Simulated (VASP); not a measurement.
Output of a VASP run:

**OSZICAR**
```
       N       E                     dE             d eps       ncg     rms          rms(c)
DAV:   1     0.789182054728E+02    0.78918E+02   -0.10199E+04  1088   0.115E+03
DAV:   2    -0.603549606014E+01   -0.84954E+02   -0.84032E+02  1375   0.257E+02
DAV:   3    -0.131328065075E+02   -0.70973E+01   -0.70458E+01  2063   0.445E+01
DAV:   4    -0.132756641638E+02   -0.14286E+00   -0.14279E+00  1207   0.715E+00
DAV:   5    -0.132802545707E+02   -0.45904E-02   -0.45904E-02  1599   0.971E-01    0.317E+01
DAV:   6    -0.129089247126E+02    0.37133E+00   -0.48088E-01  1080   0.486E+00    0.196E+01
DAV:   7    -0.128362438334E+02    0.72681E-01   -0.92212E-01  1331   0.621E+00    0.175E+00
DAV:   8    -0.128263933835E+02    0.98504E-02   -0.18768E-01  1311   0.276E+00    0.139E+00
DAV:   9    -0.128251032427E+02    0.12901E-02   -0.37552E-03  1620   0.431E-01    0.336E-01
DAV:  10    -0.128252699939E+02   -0.16675E-03   -0.24327E-03  1143   0.510E-01    0.479E-01
DAV:  11    -0.128251461822E+02    0.12381E-03   -0.25960E-04  1266   0.165E-01    0.341E-02
DAV:  12    -0.128251421305E+02    0.40516E-05   -0.31319E-05  1415   0.535E-02    0.227E-02
DAV:  13    -0.128251436742E+02   -0.15437E-05   -0.64002E-06  1269   0.264E-02    0.270E-03
DAV:  14    -0.128251436592E+02    0.15054E-07   -0.11984E-07   799   0.226E-03
   1 F= -.12825144E+02 E0= -.12824654E+02  d E =-.146847E-02
```

OUTCAR:
```
------------------------ aborting loop because EDIFF is reached ----------------------------------------
  FORCE on cell =-STRESS in cart. coord.  units (eV):
  Direction    XX          YY          ZZ          XY          YZ          ZX
  --------------------------------------------------------------------------------------
  Total       -1.0213318     -1.0213321     -1.2555480      0.0000000      0.0000000     -0.0000000
  in kB      -23.3241533    -23.3241594    -28.6729484      0.0000000      0.0000000     -0.0000000
  external PRESSURE =     -25.1070870 kB  Pullay stress =       0.0000000 kB
  volume of cell :       70.16
      direct lattice vectors                 reciprocal lattice vectors
     1.861500000 -3.224213000  0.000000000     0.268600591 -0.155076603  0.000000000
     1.861500000  3.224213000  0.000000000     0.268600591  0.155076603  0.000000000
     0.000000000  0.000000000  5.844600000     0.000000000  0.000000000  0.171098108
 POSITION                                       TOTAL-FORCE (eV/Angst)
 -----------------------------------------------------------------------------------
      1.86150      1.07474      1.46115        -0.000000     -0.000000      0.000000
      1.86150     -1.07474      4.38345         0.000000      0.000000      0.000000
 -----------------------------------------------------------------------------------
    total drift:                               -0.000072      0.000530     -0.000010
  FREE ENERGIE OF THE ION-ELECTRON SYSTEM (eV)
  ---------------------------------------------------
  free  energy   TOTEN  =       -12.8251436592 eV

  energy  without entropy=      -12.8236751870  energy(sigma->0) =      -12.82465417
```
(Selected blocks of OUTCAR.)

### POSCAR
```
Y
1
    1.8615000000    -3.2242130000     0.0000000000
    1.8615000000     3.2242130000     0.0000000000
    0.0000000000     0.0000000000     5.8446000000
Y
2
Direct
  0.3333330000   0.6666670000   0.2500000000
  0.6666670000   0.3333330000   0.7500000000
```

Problem. Write an INCAR and KPOINTS that could have produced this output.

Solution. Several could match; the one computed here: the input of the run itself, PBE GGA, plane waves, VASP's PBE PAW potentials (set 64).

File KPOINTS:
```
Automatic
0
gamma
  9 9 5
0 0 0
```

INCAR:
```
# general
SYSTEM  = Y
PREC    = Accurate
ENCUT   = 400   # plane-wave cut-off (eV)
LREAL   = .FALSE.   # projection in real space or not
LASPH   = .TRUE.   # aspherical one-centre terms

# electronic loop
EDIFF   = 1E-6   # SCF stop (eV)
NELM    = 100
ALGO    = Normal
LMAXMIX = 4   # l cut-off of mixed one-centre charges

# smearing
ISMEAR  = 1   # Methfessel-Paxton
SIGMA   = 0.1   # width (eV)

# functional
GGA     = PE

# ions
ISIF    = 2   # forces and stress, cell fixed

# output
LWAVE   = .FALSE.
LCHARG  = .FALSE.
```

POTCAR, in this order: Y_sv (PBE.64 set). Program: vasp_std.

The compound is Y in the hcp structure. The cell was not relaxed at this level. The run is one of a series of settings (KPOINTS 9×9×5 Γ-centred mesh against the base run), some of them coarse on purpose.
